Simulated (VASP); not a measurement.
These are LDA (Ceperley-Alder, Perdew-Zunger), VASP's LDA PAW potentials (set 64) (plane waves; VASP 6.6.1) values and carry that method's errors.

A VASP calculation is set up with these files.

### POSCAR
```
SnSe2
1.0
  1.6957072136  -2.9372019158   0.0000000000
  1.6957072136   2.9372019158   0.0000000000
  0.0000000000   0.0000000000   5.1000168845
Sn Se
1 2
Cart
  0.0000000000   0.0000000000   0.0000000000
  1.6957072136   0.9790692634   1.6143685099
  1.6957072136  -0.9790692634   3.4856483746
```

### INCAR
```
ALGO = Normal
EDIFF = 1E-6
EDIFFG = -0.02
ENCUT = 500
IBRION = 2
ISIF = 3
ISMEAR = 1
LASPH = .TRUE.
LCHARG = .FALSE.
LMAXMIX = 4
LREAL = .FALSE.
LWAVE = .FALSE.
NELM = 100
NSW = 40
PREC = Accurate
PSTRESS = 450
SIGMA = 0.1
SYSTEM = SnSe2
```

### KPOINTS
```
Automatic mesh
0
Gamma
10 10 6
0 0 0
```

POTCAR, in this order: Sn_d Se (LDA.64 set). Program: vasp_std.

What VASP printed:

**OUTCAR**
```
 ion  position               nearest neighbor table
   1  0.000  0.000  0.000-   3 2.54   2 2.54   3 2.54   2 2.54   2 2.54   3 2.54
   2  0.333  0.667  0.317-   1 2.54   1 2.54   1 2.54   3 2.71   3 2.71   3 2.71
   3  0.667  0.333  0.683-   1 2.54   1 2.54   1 2.54   2 2.71   2 2.71   2 2.71
  LATTYP: Found a base centered orthorhombic cell.
 ALAT       =     3.3914144272
 B/A-ratio  =     1.7321397776
 C/A-ratio  =     1.5038023202
 Subroutine PRICEL returns:
 Original cell was already a primitive cell.
 Subroutine GETGRP returns: Found  4 space group operations
The static configuration has the point symmetry C_2h.
The dynamic configuration has the point symmetry C_2h.
 Subroutine INISYM returns: Found  4 space group operations
 Subroutine IBZKPT returns following result:
 Found    172 irreducible k-points:

 Following reciprocal coordinates:
            Coordinates               Weight
  0.000000  0.000000  0.000000      1.000000
  0.100000 -0.000000  0.000000      4.000000
  0.200000 -0.000000  0.000000      4.000000
  0.300000 -0.000000  0.000000      4.000000
  0.400000  0.000000  0.000000      4.000000
  0.500000 -0.000000  0.000000      2.000000
...
```

### OSZICAR
```
       N       E                     dE             d eps       ncg     rms          rms(c)
DAV:   1     0.196327538012E+03    0.19633E+03   -0.12704E+04  5948   0.196E+03
DAV:   2     0.720559307876E+01   -0.18912E+03   -0.18523E+03  6373   0.425E+02
DAV:   3    -0.113812269078E+02   -0.18587E+02   -0.17950E+02  7325   0.117E+02
DAV:   4    -0.119118081523E+02   -0.53058E+00   -0.52701E+00  7268   0.195E+01
DAV:   5    -0.119219338635E+02   -0.10126E-01   -0.10121E-01  8263   0.279E+00    0.944E+00
DAV:   6    -0.117180285547E+02    0.20391E+00   -0.25798E-01  8749   0.609E+00    0.576E+00
DAV:   7    -0.116621464433E+02    0.55882E-01   -0.19260E-01  7805   0.347E+00    0.620E-01
DAV:   8    -0.116594939969E+02    0.26524E-02   -0.19596E-02  7267   0.155E+00    0.259E-01
DAV:   9    -0.116592275990E+02    0.26640E-03   -0.14956E-03  6879   0.255E-01    0.841E-02
DAV:  10    -0.116592282244E+02   -0.62540E-06   -0.16005E-04  7635   0.119E-01    0.292E-02
DAV:  11    -0.116592280011E+02    0.22322E-06   -0.88835E-06  7108   0.222E-02
   1 F= 0.26095970E+01 E0= 0.26094753E+01  d E =0.260960E+01
       N       E                     dE             d eps       ncg     rms          rms(c)
DAV:   1    -0.116898576292E+02   -0.30629E-01   -0.17806E-02  7855   0.252E+00    0.170E-01
DAV:   2    -0.116892944149E+02    0.56321E-03   -0.12325E-03  7626   0.717E-01    0.741E-02
DAV:   3    -0.116891253939E+02    0.16902E-03   -0.42295E-04  7587   0.405E-01    0.129E-02
DAV:   4    -0.116891221761E+02    0.32178E-05   -0.29701E-05  6309   0.521E-02    0.624E-03
DAV:   5    -0.116891202441E+02    0.19320E-05   -0.15880E-06  4927   0.159E-02    0.208E-03
DAV:   6    -0.116891200999E+02    0.14418E-06   -0.37875E-07  3217   0.650E-03
   2 F= 0.26097232E+01 E0= 0.26096032E+01  d E =0.126197E-03
       N       E                     dE             d eps       ncg     rms          rms(c)
DAV:   1    -0.116659498674E+02    0.23170E-01   -0.11138E-02  7820   0.198E+00    0.133E-01
DAV:   2    -0.116655988048E+02    0.35106E-03   -0.77118E-04  7597   0.570E-01    0.580E-02
DAV:   3    -0.116654936675E+02    0.10514E-03   -0.26139E-04  7558   0.319E-01    0.105E-02
DAV:   4    -0.116654916074E+02    0.20601E-05   -0.18498E-05  6289   0.410E-02    0.498E-03
DAV:   5    -0.116654904218E+02    0.11856E-05   -0.92664E-07  3694   0.125E-02    0.161E-03
DAV:   6    -0.116654903382E+02    0.83524E-07   -0.29441E-07  3049   0.551E-03
   3 F= 0.26095910E+01 E0= 0.26094697E+01  d E =-.597739E-05
```

OUTCAR:
```
------------------------ aborting loop because EDIFF is reached ----------------------------------------
  FORCE on cell =-STRESS in cart. coord.  units (eV):
  Direction    XX          YY          ZZ          XY          YZ          ZX
  --------------------------------------------------------------------------------------
  Total       14.2565668     14.2549428     14.2830719      0.0000000      0.0006793      0.0000000
  in kB      449.4163567    449.3651644    450.2518884      0.0000000      0.0214126      0.0000000
  external PRESSURE =      -0.3221968 kB  Pullay stress =     450.0000000 kB
  volume of cell :       50.82
      direct lattice vectors                 reciprocal lattice vectors
     1.695895273 -2.937504547 -0.000010794     0.294829526 -0.170212503  0.000000625
     1.695895273  2.937504547  0.000010794     0.294829526  0.170212503 -0.000000625
     0.000000000  0.000018744  5.101161669     0.000000000 -0.000000720  0.196033779
 POSITION                                       TOTAL-FORCE (eV/Angst)
 -----------------------------------------------------------------------------------
      0.00000      0.00000      0.00000         0.000000     -0.000000      0.000000
      1.69590      0.97918      1.61474        -0.000000      0.000080     -0.001530
      1.69590     -0.97916      3.48642        -0.000000     -0.000080      0.001530
 -----------------------------------------------------------------------------------
    total drift:                               -0.000000     -0.000000     -0.000000
  FREE ENERGIE OF THE ION-ELECTRON SYSTEM (eV)
  ---------------------------------------------------
  free  energy   TOTEN  =       -11.6654903382 eV

  energy  without entropy=      -11.6658542283  energy(sigma->0) =      -11.66561163
  enthalpy is  TOTEN    =         2.6095910165 eV   P V=       14.2750813547

 reached required accuracy - stopping structural energy minimisation
```
(Selected blocks of OUTCAR.)

**CONTCAR**
```
SnSe2
   1.00000000000000
     1.6958952734804915   -2.9375045466410699   -0.0000107938704726
     1.6958952734804915    2.9375045466410699    0.0000107938704726
     0.0000000000000000    0.0000187435247519    5.1011616694162312
  Sn              Se
     1     2
Direct
     0.0000000000000000    0.0000000000000000    0.0000000000000000
     0.3333326885137378    0.6666673114862622    0.3165436698168900
     0.6666673114862622    0.3333326885137378    0.6834563301831100
```

The compound is SnSe2 in the 1T layered structure. This run relaxes it under an external pressure of 45 GPa. Symmetry was kept, so distortions that lower it aren't found.
